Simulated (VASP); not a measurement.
Here is the system:

```yaml
crystal:
  lattice:
    - [0.00000, 2.32955, 2.32955]
    - [2.32955, 0.00000, 2.32955]
    - [2.32955, 2.32955, 0.00000]
  atoms:
    - { symbol: Ca, position: [0.00000, 0.00000, 0.00000] }
    - { symbol: O, position: [0.50000, 0.50000, 0.50000] }
```

Calculation: PBEsol GGA, VASP's PBE PAW potentials (set 64) (plane waves; VASP). Numerical set-up: 620 eV cut-off, 10×10×10 Γ-centred mesh, Gaussian smearing of 0.050 eV, potentials Ca_sv O.

Question: What does the run give for the energy per atom (σ→0), pressure, band gap (on the k-mesh) with the smallest direct gap where there is one?

Answer: 
The band gap (on the k-mesh) comes out as 3.47 eV. The smallest direct gap (on the k-mesh) comes out as 3.82 eV and the energy per atom (σ→0) is -6677 meV/atom. The pressure comes out as 9.99 GPa.

The compound is CaO in the rock salt structure. It was relaxed first under an external pressure of 10 GPa.
